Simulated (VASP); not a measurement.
Given:

```
KTaO3
1.0
    4.05609     0.00000     0.00000
    0.00000     4.05609     0.00000
    0.00000     0.00000     4.05609
K Ta O
1 1 3
Direct
  0.00000   0.00000   0.00000
  0.50000   0.50000   0.50000
  0.50000   0.00000   0.50000
  0.00000   0.50000   0.50000
  0.50000   0.50000   0.00000
```

These are optB88-vdW, VASP's PBE PAW potentials (set 64) (plane waves; VASP) values and carry that method's errors. Numerical set-up: 520 eV cut-off, 6×6×6 Γ-centred mesh, Gaussian smearing of 0.050 eV, potentials K_sv Ta_pv O.

Question: Give the stress tensor in GPa (positive for a compressed cell).

Answer: 
```
-5.44   0.00   0.00
 0.00  -5.44   0.00
 0.00   0.00  -5.44
```
The pressure is its mean diagonal, -5.44 GPa.

The compound is KTaO3 in the cubic perovskite structure. This cell is one point of a volume scan, at 1.03 of the reference volume.
